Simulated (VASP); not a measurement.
Consider the following.

```
CELL_PARAMETERS angstrom
      0.00000     1.91653     1.91653
      1.91653     0.00000     1.91653
      1.91653     1.91653     0.00000
ATOMIC_POSITIONS crystal
  Ir 0.00000 0.00000 0.00000
```

Calculation: r2SCAN meta-GGA, VASP's PBE PAW potentials (set 64) (plane waves; VASP). Numerical set-up: 480 eV cut-off, 16×16×16 Γ-centred mesh, first-order Methfessel-Paxton smearing of 0.10 eV, potentials Ir.

Task: Give the stress tensor in GPa (positive for a compressed cell).

Result: 
```
6.17  0.00  0.00
0.00  6.17  0.00
0.00  0.00  6.17
```
The pressure is its mean diagonal, 6.17 GPa.

The compound is Ir in the fcc structure. This cell was strained or had an atom moved on purpose.
